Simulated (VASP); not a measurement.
A VASP calculation is set up with these files.

**INCAR**
```
SYSTEM  =  CdTe
PREC  =  Accurate; ENCUT  =  500; LREAL  =  .FALSE.
LASPH  =  .TRUE.
EDIFF  =  1E-6; NELM  =  100; ALGO  =  Normal
LMAXMIX  =  4
ISMEAR  =  1; SIGMA  =  0.1
GGA  =  PS
IBRION  =  2; NSW  =  40; ISIF  =  3
EDIFFG  =  -0.02; PSTRESS  =  100
LWAVE  =  .FALSE.; LCHARG  =  .FALSE.
```

**POSCAR**
```
CdTe
1
    3.5511810896     0.0000000000     0.0000000000
    0.0000000000     3.5511810896    -0.0000000000
    0.0000000000     0.0000000000     3.5511810896
Cd Te
1 1
Direct
  0.0000000000   0.0000000000   0.0000000000
  0.5000000000   0.5000000000   0.5000000000
```

### KPOINTS
```
Automatic mesh
0
Gamma
10 10 10
0 0 0
```

POTCAR, in this order: Cd Te (PBE.64 set). Program: vasp_std.

### Question
Translate this PBEsol calculation to Ansatz.

### Answer
One equivalent input (not run):
Ansatz 0.2 input:
```yaml
crystal:
  lattice:
    - [3.5511811, 0.0000000, 0.0000000]
    - [0.0000000, 3.5511811, 0.0000000]
    - [0.0000000, 0.0000000, 3.5511811]
  atoms:
    - { symbol: Cd, position: [0.0000000, 0.0000000, 0.0000000] }
    - { symbol: Te, position: [0.5000000, 0.5000000, 0.5000000] }
kpoints:
  mp_grid: { grid: [10, 10, 10] }
hamiltonian:
  xc: pbesol
  pseudopotentials: { kind: paw }
scf:
  occupations: { method: methfessel_paxton, width: 0.1 }
  max_iter: 100
relax:
  max_steps: 40
  f_tol: 0.02
  cell: { p_target: 10 }
output: { forces: true, stress: true, eigenvalues: true }
```
The two are equivalent in intent, not identical: each code has its own PAW files, so the cut-off isn't converted (ENCUT is set for VASP's; basis.ecutwfc is left out, and Ansatz then takes the one that its files recommend); Ansatz stops its SCF on the density residual and VASP on the energy change (EDIFF).

The structure was generated: CdTe was put into the CsCl type type (Pm-3m), which need not be its known phase. It was relaxed first under an external pressure of 10 GPa.
